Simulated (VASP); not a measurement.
# BaAs2Rh2: structure and properties in VASP, part 3 of 5

Aim: relax BaAs2Rh2 with optB86b-vdW, compute its properties on that cell and hold them against experiment. Left out of this account: 3 further runs (self-consistent run: a volume scan without its fit). The start is a computed cell from the Materials Project.

VASP 6.6.1; optB86b-vdW; plane waves and PAW (Ba_sv, As, Rh_pv).

So far. Step 3 (Second relaxation): It ends with a largest force of 0.008 eV/Å and a pressure of 0.01 GPa. The volume moved by under 0.01 %: the run met its threshold at the first step. Step 4 (Density, ELF and potential (optB86b-vdW)): In this run the pressure is 0.01 GPa, small enough to go on. The relaxed cell has a = 4.056, c = 12.872 Å (conventional setting).

## Step 5: Bands along the symmetry lines (optB86b-vdW)

Levels along the symmetry lines show where the bands peak and cross; KPOINTS_OPT computes them in the converged potential.

Contents of INCAR:

```
SYSTEM = BaAs2Rh2
PREC = Accurate
ENCUT = 400
EDIFF = 1E-06
NELM = 100
ISMEAR = 1
SIGMA = 0.2
LREAL = .FALSE.
ALGO = Normal
GGA = MK
AGGAC = 0
LUSE_VDW = .TRUE.
PARAM1 = 0.1234
PARAM2 = 1
LASPH = .TRUE.
NBANDS = 40
LORBIT = 11
LWAVE = .FALSE.
LCHARG = .FALSE.
KPAR = 4
```

Contents of POSCAR:

```
BaAs2Rh2
1.0
   -2.0279366973      2.0279366973      6.4361530480
    2.0279366973     -2.0279366973      6.4361530480
    2.0279366973      2.0279366973     -6.4361530480
Ba As Rh
1 2 2
Direct
    0.0000000000      0.0000000000      0.0000000000
    0.3580447861      0.3580447861      0.0000000000
    0.6419552139      0.6419552139      0.0000000000
    0.7500000000      0.2500000000      0.5000000000
    0.2500000000      0.7500000000      0.5000000000
```

Contents of KPOINTS:

```
Automatic mesh
0
Gamma
9 9 9
0 0 0
```

Contents of KPOINTS_OPT:

```
Line mode
16
Line-mode
Reciprocal
  0.00000000   0.00000000   0.00000000 GAMMA
  0.00000000   0.00000000   0.50000000 X

  0.00000000   0.00000000   0.50000000 X
 -0.04963935   0.04963935   0.50000000 Y

 -0.04963935   0.04963935   0.50000000 Y
 -0.27481967   0.27481967   0.27481967 S

 -0.27481967   0.27481967   0.27481967 S
  0.00000000   0.00000000   0.00000000 GAMMA

  0.00000000   0.00000000   0.00000000 GAMMA
  0.50000000   0.50000000  -0.50000000 Z

  0.50000000   0.50000000  -0.50000000 Z
  0.27481967   0.72518033  -0.27481967 S1

  0.27481967   0.72518033  -0.27481967 S1
  0.00000000   0.50000000   0.00000000 N

  0.00000000   0.50000000   0.00000000 N
  0.25000000   0.25000000   0.25000000 P

  0.25000000   0.25000000   0.25000000 P
  0.50000000   0.50000000  -0.04963935 Y1

  0.50000000   0.50000000  -0.04963935 Y1
  0.50000000   0.50000000  -0.50000000 Z

  0.00000000   0.00000000   0.50000000 X
  0.25000000   0.25000000   0.25000000 P
```

Potentials, in the order of the species: Ba_sv, As and Rh_pv (PBE family, release 64).

Started as:

```sh
$ mpirun -np 4 vasp_std
```

Output:

```text
[... set-up lines as in an earlier step ...]
 entering main loop
       N       E                     dE             d eps       ncg     rms          rms(c)
DAV:   1     0.392131195711E+03    0.39213E+03   -0.23443E+04  6584   0.992E+02
DAV:   2    -0.288339803673E+01   -0.39501E+03   -0.37545E+03  6680   0.303E+02
DAV:   3    -0.193880085746E+02   -0.16505E+02   -0.16242E+02  7848   0.614E+01
DAV:   4    -0.196317375258E+02   -0.24373E+00   -0.24317E+00  7248   0.622E+00
DAV:   5    -0.196363046083E+02   -0.45671E-02   -0.45668E-02  7488   0.815E-01    0.145E+01
DAV:   6    -0.193000479756E+02    0.33626E+00   -0.65128E+00  6760   0.168E+01    0.748E+00
DAV:   7    -0.186916446154E+02    0.60840E+00   -0.22769E+00  6800   0.102E+01    0.449E+00
DAV:   8    -0.186238710555E+02    0.67774E-01   -0.14531E-01  6992   0.252E+00    0.954E-01
DAV:   9    -0.186231867627E+02    0.68429E-03   -0.10823E-02  7216   0.583E-01    0.184E-01
DAV:  10    -0.186234406030E+02   -0.25384E-03   -0.20485E-03  6752   0.301E-01    0.718E-02
DAV:  11    -0.186233889637E+02    0.51639E-04   -0.16170E-04  7456   0.835E-02    0.331E-02
DAV:  12    -0.186233867585E+02    0.22052E-05   -0.68518E-05  7056   0.465E-02    0.589E-03
DAV:  13    -0.186233874577E+02   -0.69919E-06   -0.34195E-06  6912   0.726E-03
   1 F= -.18623387E+02 E0= -.18624241E+02  d E =0.256113E-02
 Start KPOINTS_OPT (optional k-point list driver)
k-point batch [1-75\176]
       N       E                     dE             ncg
DAV:   1    -0.668394654865E+04   -0.76838E+05     6616
DAV:   2    -0.359867066076E+05   -0.29303E+05     6712
DAV:   3    -0.371514243491E+05   -0.11647E+04     7928
DAV:   4    -0.371670686605E+05   -0.15644E+02     7344
DAV:   5    -0.371673478460E+05   -0.27919E+00     7416
DAV:   6    -0.371673557971E+05   -0.79511E-02     7328
DAV:   7    -0.371673560517E+05   -0.25460E-03     6896
DAV:   8    -0.371673560610E+05   -0.92450E-05     5400
DAV:   9    -0.371673560614E+05   -0.46362E-06     4752
[...]
k-point batch [151-176\176]
       N       E                     dE             ncg
DAV:   1     0.648375780271E+05   -0.34479E+05     2312
DAV:   2     0.546634916086E+05   -0.10174E+05     2312
DAV:   3     0.542606002422E+05   -0.40289E+03     2728
DAV:   4     0.542549443255E+05   -0.56559E+01     2600
DAV:   5     0.542548539403E+05   -0.90385E-01     2560
DAV:   6     0.542548514016E+05   -0.25386E-02     2608
DAV:   7     0.542548513233E+05   -0.78366E-04     2376
DAV:   8     0.542548513203E+05   -0.30145E-05     1872
DAV:   9     0.542548513201E+05   -0.13533E-06     1608
```

Wall time 7.6 min (4 MPI ranks of Intel Xeon Platinum 8259CL at 2.50GHz (Skylake/Cascade Lake), shared host); peak memory 3.9 GiB.

From OUTCAR (step 5):

```text
   k-points           NKPTS =     75   k-points in BZ     NKDIM =     75   number of bands    NBANDS=     40

   NELECT =      50.0000    total number of electrons

 E-fermi :   6.6647

 k-point     1 :       0.0000    0.0000    0.0000
  band No.  band energies     occupation
    ...
     21       4.5025      2.00000
     22       5.4272      2.00000
     23       5.7888      2.00000
     24       5.7888      2.00000
     25       6.5697      1.71189
     26       6.8353     -0.00477
     27       8.6861     -0.00000
     28       8.7204     -0.00000
     29       8.8568     -0.00000
     30       8.8568     -0.00000
    ...

Total vdW correction in eV:      7.3640758

  Total        0.0064098      0.0064098      0.0130451      0.0000000      0.0000000      0.0000000
  in kB        0.0969969      0.0969969      0.1974076      0.0000000      0.0000000      0.0000000
  external PRESSURE =       0.1304672 kB  Pullay stress =       0.0000000 kB

 POSITION                                       TOTAL-FORCE (eV/Angst)
 -----------------------------------------------------------------------------------
      0.00000      0.00000      0.00000         0.000000      0.000000      0.000000
      0.00000      0.00000      4.60886        -0.000000     -0.000000      0.008321
      0.00000      0.00000      8.26344         0.000000      0.000000     -0.008321
     -0.00000      2.02794      3.21808         0.000000      0.000000     -0.000000
      2.02794     -0.00000      3.21808         0.000000      0.000000      0.000000
 -----------------------------------------------------------------------------------
    total drift:                                0.000000     -0.000000      0.000000

  FREE ENERGIE OF THE ION-ELECTRON SYSTEM (eV)
  ---------------------------------------------------
  free  energy   TOTEN  =       -18.6233874577 eV

  energy  without entropy=      -18.6259485859  energy(sigma->0) =      -18.62424117

Total vdW correction in eV:      7.3639792

[... 8 parts as in an earlier step ...]

[... 8 further parts left out ...]
```

Spin-orbit coupling is off here; with elements this heavy it splits and shifts levels by tenths of an eV or more.

This step gave:

| Item | Value |
| --- | --- |
| bands | 40 |
| pressure | 0.01305 GPa |

The electronic bands at the labelled points (eV, zero at the Fermi level; # counts the bands kept, so #1 is VASP's band 13):

```csv
point,#11,#12,#13,#14,#15,#16,#17,#18
Γ,-0.88,-0.88,-0.09,0.17,2.02,2.06,2.19,2.19
0.53 of the way,-1.95,-1.86,-0.02,0.23,0.54,1.30,2.98,3.58
X,-1.73,-1.72,-1.71,-1.29,0.23,0.41,3.42,4.27
0.53 of the way,-1.73,-1.73,-1.66,-1.28,0.25,0.41,3.45,4.30
Y,-1.78,-1.73,-1.55,-1.26,0.29,0.41,3.51,4.38
0.47 of the way,-1.95,-1.92,-0.73,-0.30,0.70,0.86,2.58,3.94
S,-2.42,-1.83,0.04,0.41,1.52,1.58,1.81,2.78
0.47 of the way,-1.88,-1.84,-0.40,0.59,1.01,1.86,2.55,3.61
Γ,-0.88,-0.88,-0.09,0.17,2.02,2.06,2.19,2.19
0.53 of the way,-0.69,-0.69,-0.09,0.50,0.54,2.09,2.09,2.80
Z,-0.74,-0.52,-0.52,-0.09,0.86,1.97,1.97,3.52
0.47 of the way,-1.37,-1.01,-0.24,0.39,1.40,1.40,2.09,3.34
S1,-2.42,-1.83,0.04,0.41,1.52,1.58,1.81,2.78
0.47 of the way,-2.41,-1.97,0.09,0.42,1.10,1.72,2.15,2.81
N,-2.35,-2.13,0.28,0.41,0.79,1.69,2.43,2.86
0.47 of the way,-2.10,-1.97,-0.57,-0.22,0.75,0.78,2.94,3.71
P,-1.73,-1.72,-1.64,-1.64,0.34,0.34,3.97,4.20
0.47 of the way,-1.81,-1.73,-1.65,-1.37,0.29,0.39,3.62,4.42
Y1,-1.78,-1.73,-1.55,-1.26,0.29,0.41,3.51,4.38
0.47 of the way,-1.83,-1.32,-0.05,-0.01,0.37,1.49,2.16,2.60
Z,-0.74,-0.52,-0.52,-0.09,0.86,1.97,1.97,3.52
jump to X,-1.73,-1.72,-1.71,-1.29,0.23,0.41,3.42,4.27
0.53 of the way,-1.77,-1.73,-1.72,-1.41,0.28,0.39,3.62,4.40
P,-1.73,-1.72,-1.64,-1.64,0.34,0.34,3.97,4.20
```

Of the projections kept (Ba, As, Rh), the largest for each band there; the rest of the weight can lie on other orbitals:

```csv
point,#11,#12,#13,#14,#15,#16,#17,#18
Γ,Rh 0.78,Rh 0.78,Rh 1.00,Ba 0.92,As 0.55,As 0.67,Rh 0.50,Rh 0.50
X,Rh 0.99,Rh 0.99,As 0.76,Rh 0.72,Rh 0.89,Rh 0.88,Ba 0.49,Ba 0.57
Y,As 0.69,Rh 0.99,Rh 0.91,Rh 0.74,Rh 0.87,Rh 0.88,Ba 0.51,Ba 0.57
S,Rh 0.95,Rh 0.82,Rh 0.63,Rh 0.52,Rh 0.59,Ba 0.50,Rh 0.53,Ba 0.49
Γ,Rh 0.78,Rh 0.78,Rh 1.00,Ba 0.92,As 0.55,As 0.67,Rh 0.50,Rh 0.50
Z,Rh 0.70,Rh 0.78,Rh 0.78,Rh 1.00,Ba 0.66,Rh 0.48,Rh 0.48,Rh 0.44
```

There is no gap at this level.

## Step 6: Density of states (optB86b-vdW)

Here the states are counted by energy and projected on the atoms. The mesh is finer than in the run before.

INCAR, as its differences from that of step 5:

```diff
@@ -5,3 +5,3 @@
 NELM = 100
-ISMEAR = 1
+ISMEAR = -5
 SIGMA = 0.2
@@ -20 +20,2 @@
 KPAR = 4
+NEDOS = 2001
```

POSCAR is that of step 5.

Contents of KPOINTS:

```
Automatic mesh
0
Gamma
14 14 14
0 0 0
```

Started as:

```sh
$ mpirun -np 4 vasp_std
```

Output:

```text
[... set-up lines as in an earlier step ...]
 entering main loop
       N       E                     dE             d eps       ncg     rms          rms(c)
DAV:   1     0.392938131250E+03    0.39294E+03   -0.23555E+04 21408   0.994E+02
DAV:   2    -0.296766336778E+01   -0.39591E+03   -0.37653E+03 21688   0.304E+02
DAV:   3    -0.193956624181E+02   -0.16428E+02   -0.16171E+02 25736   0.614E+01
DAV:   4    -0.196305710259E+02   -0.23491E+00   -0.23434E+00 23200   0.611E+00
DAV:   5    -0.196351821963E+02   -0.46112E-02   -0.46101E-02 24560   0.824E-01    0.145E+01
DAV:   6    -0.193136294111E+02    0.32155E+00   -0.66742E+00 21992   0.168E+01    0.753E+00
DAV:   7    -0.186927801591E+02    0.62085E+00   -0.25207E+00 21968   0.102E+01    0.449E+00
DAV:   8    -0.186249201816E+02    0.67860E-01   -0.13824E-01 22760   0.250E+00    0.957E-01
DAV:   9    -0.186243002000E+02    0.61998E-03   -0.11280E-02 23376   0.609E-01    0.186E-01
DAV:  10    -0.186244442764E+02   -0.14408E-03   -0.24703E-03 22048   0.338E-01    0.870E-02
DAV:  11    -0.186243974813E+02    0.46795E-04   -0.21631E-04 23896   0.103E-01    0.347E-02
DAV:  12    -0.186243989034E+02   -0.14221E-05   -0.76349E-05 22880   0.486E-02    0.668E-03
DAV:  13    -0.186244038948E+02   -0.49915E-05   -0.40525E-06 22704   0.864E-03    0.489E-03
DAV:  14    -0.186244020207E+02    0.18742E-05   -0.36532E-07 13520   0.400E-03    0.210E-03
DAV:  15    -0.186244016532E+02    0.36751E-06   -0.34200E-07 12416   0.302E-03
   1 F= -.18624402E+02 E0= -.18624402E+02  d E =0.000000E+00
 -----------------------------------------------------------------------------
|                                                                             |
|           W    W    AA    RRRRR   N    N  II  N    N   GGGG   !!!           |
|           W    W   A  A   R    R  NN   N  II  NN   N  G    G  !!!           |
|           W    W  A    A  R    R  N N  N  II  N N  N  G       !!!           |
|           W WW W  AAAAAA  RRRRR   N  N N  II  N  N N  G  GGG   !            |
|           WW  WW  A    A  R   R   N   NN  II  N   NN  G    G                |
|           W    W  A    A  R    R  N    N  II  N    N   GGGG   !!!           |
|                                                                             |
|     Tetrahedron method does not include variations of the Fermi             |
|     occupations, so forces and stress will be inaccurate. We suggest        |
|     using a different smearing scheme ISMEAR = 1 or 2 for metals in         |
|     relaxations.                                                            |
|                                                                             |
 -----------------------------------------------------------------------------
```

Elapsed: 9.9 min, on 4 MPI ranks; peak memory 5.2 GiB; 40 min of CPU time.

OUTCAR, selected parts (step 6):

```text
   k-points           NKPTS =    244   k-points in BZ     NKDIM =    244   number of bands    NBANDS=     40

   NELECT =      50.0000    total number of electrons

 E-fermi :   6.6709

 k-point     1 :       0.0000    0.0000    0.0000
  band No.  band energies     occupation
    ...
     21       4.5025      2.00000
     22       5.4290      2.00000
     23       5.7884      2.00000
     24       5.7884      2.00000
     25       6.5708      2.00000
     26       6.8359      0.00000
     27       8.6856      0.00000
     28       8.7200      0.00000
     29       8.8558      0.00000
     30       8.8558      0.00000
    ...

Total vdW correction in eV:      7.3636552

  Total        0.0067003      0.0067003     -0.0368337      0.0000000     -0.0000000      0.0000000
  in kB        0.1013941      0.1013941     -0.5573924      0.0000000     -0.0000000      0.0000000
  external PRESSURE =      -0.1182014 kB  Pullay stress =       0.0000000 kB

 POSITION                                       TOTAL-FORCE (eV/Angst)
 -----------------------------------------------------------------------------------
      0.00000      0.00000      0.00000         0.000000      0.000000     -0.000000
      0.00000      0.00000      4.60886         0.000000      0.000000     -0.001824
      0.00000      0.00000      8.26344        -0.000000     -0.000000      0.001824
     -0.00000      2.02794      3.21808         0.000000      0.000000      0.000000
      2.02794     -0.00000      3.21808         0.000000      0.000000     -0.000000
 -----------------------------------------------------------------------------------
    total drift:                                0.000000     -0.000000      0.000000

  FREE ENERGIE OF THE ION-ELECTRON SYSTEM (eV)
  ---------------------------------------------------
  free  energy   TOTEN  =       -18.6244016532 eV

  energy  without entropy=      -18.6244016532  energy(sigma->0) =      -18.62440165

Total vdW correction in eV:      7.3636455

[... 6 parts as in an earlier step ...]

[... 10 further parts left out ...]
```

With tetrahedra the forces and stress of a metal are not exact derivatives of the energy.

This step gave:

```yaml
scf_cycles: 15
irreducible_k_points: 244
fermi_energy: 6.671 eV
pressure: -0.01182 GPa
dos_at_the_fermi_level: 3.442 states/eV/cell
```

The density of states has structure finer than the step of the table below, so its rows give means over 0.5 eV, whole bins alone (the curve runs from -12.0 to 3.99 eV). Peaks (eV: height): total -11.31: 14.4, -4.28: 9.63, -3.33: 7.08, -1.80: 9.46; Rh d -4.28: 4.56, -3.33: 4.15, -3.14: 3.16, -1.80: 7.47; As p -5.32: 0.847, -4.94: 0.990, -4.47: 1.29, -4.28: 1.60; Ba d 0.86: 0.387, 3.80: 1.46; Rh p -11.31: 0.366, -4.28: 0.204, -3.33: 0.235, -3.14: 0.154.

States under -12.0 eV and over 4.0 eV are left out. Density of states against energy, zero at the Fermi level; means over each step; 7 of 8 lines; values in states/eV/cell:

```csv
energy (eV),total,Rh d,As p,Ba d,Rh p,Rh s,As s
-11.5,6.01,0.364,0.0295,0.0153,0.136,0.143,3.24
-11.0,1.04,0.0837,0.00559,0.00137,0.0252,0.00657,0.562
-10.5,0,0,0,0,0,0,0
-10.0,0,0,0,0,0,0,0
-9.5,0,0,0,0,0,0,0
-9.0,0,0,0,0,0,0,0
-8.5,0,0,0,0,0,0,0
-8.0,0,0,0,0,0,0,0
-7.5,0,0,0,0,0,0,0
-7.0,0,0,0,0,0,0,0
-6.5,0,0,0,0,0,0,0
-6.0,1.13,0.340,0.192,0.0105,0.00276,0.139,0.00782
-5.5,4.11,1.34,0.705,0.0292,0.0390,0.395,0.0390
-5.0,4.29,1.76,0.756,0.0273,0.0667,0.167,0.0316
-4.5,6.46,3.09,1.09,0.0662,0.107,0.0959,0.0380
-4.0,6.32,2.98,1.10,0.0732,0.176,0.0765,0.0192
-3.5,5.33,2.90,0.708,0.0513,0.174,0.0315,0.0101
-3.0,3.47,2.26,0.141,0.0362,0.100,0.00465,0.0139
-2.5,5.60,4.05,0.232,0.0610,0.0656,0.0341,0.0351
-2.0,7.39,5.55,0.337,0.0630,0.0957,0.0579,0.0548
-1.5,3.14,2.21,0.181,0.0344,0.0666,0.0366,0.0312
-1.0,1.59,0.824,0.158,0.0431,0.0621,0.0205,0.0174
-0.5,1.72,0.703,0.168,0.110,0.0586,0.0182,0.0150
0.0,3.44,1.51,0.319,0.286,0.0834,0.0422,0.0314
0.5,4.58,2.25,0.555,0.314,0.0805,0.0493,0.0267
1.0,3.08,1.03,0.470,0.293,0.0939,0.0294,0.0345
1.5,1.78,0.482,0.328,0.198,0.0646,0.0183,0.0182
2.0,1.66,0.429,0.331,0.219,0.0454,0.00727,0.0124
2.5,1.67,0.315,0.166,0.431,0.0294,0.0154,0.0445
3.0,2.21,0.227,0.117,0.660,0.0300,0.0626,0.144
3.5,2.83,0.264,0.134,0.965,0.0470,0.0762,0.147
```

The finer mesh and the other smearing move the Fermi level by +0.01 eV from the 9×9×9 run, a small shift, which tests the Fermi level alone. Of the states within 0.3 eV of the Fermi level, the largest shares in the PAW spheres are Rh d 45 %, As p 9 % and Ba d 8 %. The rest lies in smaller channels or between the spheres.

[end of part 3 of 5]

[Lines on the potential files, build, host, timing and source positions are cut from VASP's logs without a mark.]

[Logs are printed without paths, hosts, clocks, repeated set-up lines and the standing remarks that a program may print on its own settings, such as how far it seeks lower states.]

[Hosts, paths, dates, database ids (printed as entryN), source tags and the programs' standing remarks are cut or masked in the printed files.]

[A measured line is paired with the nearest computed mode of its activity, which favours agreement.]
